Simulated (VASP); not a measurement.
Input:

```
CELL_PARAMETERS angstrom
      0.00000     2.40238     2.40238
      2.40238     0.00000     2.40238
      2.40238     2.40238     0.00000
ATOMIC_POSITIONS crystal
  Y  0.00000 0.00000 0.00000
  N  0.50000 0.50000 0.50000
```

All values below come from HSEsol screened hybrid, VASP's PBE PAW potentials (set 64) (plane waves; VASP). Run with 520 eV cut-off, 8×8×8 Γ-centred mesh, Gaussian smearing of 0.050 eV, potentials Y_sv N.

### Question
Give the stress tensor in GPa (positive for a compressed cell).

### Answer

```
5.00  0.00  0.00
0.00  5.00  0.00
0.00  0.00  5.00
```
The pressure is its mean diagonal, 5.00 GPa.

The compound is YN in the rock salt structure. This cell is one point of a volume scan, at 0.94 of the reference volume. The cell's shape comes from a PBE relaxation.
